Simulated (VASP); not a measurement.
Here is the system:

```
CELL_PARAMETERS angstrom
      2.84469     0.00000     0.00000
      0.00000     2.84469     0.00000
      0.00000     0.00000     2.84469
ATOMIC_POSITIONS crystal
  Ga 0.50000 0.50000 0.50000
  Co 0.00000 0.00000 0.00000
```

The numbers are results of optB88-vdW, VASP's PBE PAW potentials (set 64) (plane waves; VASP), not measurements. Run with 520 eV cut-off, 13×13×13 Γ-centred mesh, first-order Methfessel-Paxton smearing of 0.10 eV, potentials Ga_d Co.

Give the stress tensor in GPa (positive for a compressed cell).

```
5.84  0.00  0.00
0.00  5.84  0.00
0.00  0.00  5.84
```
The pressure is its mean diagonal, 5.84 GPa.

The compound is CoGa in the CsCl type structure. This cell is one point of a volume scan, at 0.97 of the reference volume. The run is not spin-polarised, so no magnetic state was tried.
